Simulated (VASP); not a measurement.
Given:

```xyz
3
Lattice="-1.6050 1.6050 3.9150 1.6050 -1.6050 3.9150 1.6050 1.6050 -3.9150" Properties=species:S:1:pos:R:3 pbc="T T T"
Si     0.0000     0.0000     5.2069
Si     0.0000     0.0000     2.6231
W      0.0000     0.0000     0.0000
```

All values below come from PBE GGA, VASP's PBE PAW potentials (set 64) (plane waves; VASP 6.6.1). Settings: 400 eV cut-off, 12×12×12 Γ-centred mesh, first-order Methfessel-Paxton smearing of 0.10 eV, potentials Si W_sv.

Unless said otherwise, spin-orbit coupling is left out, though it shifts the bands of the heavy elements here.

**Question.** Estimate the energy per atom (σ→0), pressure, largest force, band gap (on the k-mesh) with the smallest direct gap where there is one.

**Answer.** 
| Quantity | Value |
|---|---|
| band gap (on the k-mesh) | none (metal, semimetal or under 0.01 eV) |
| energy per atom (σ→0) | -8.268 eV/atom |
| pressure | 3.91 GPa |
| largest force | 0.00541 Ry/bohr |

The absolute energy has meaning only against runs of the same code, potentials and settings.

The compound is WSi2 in the MoSi2 type structure. The cell was not relaxed at this level.
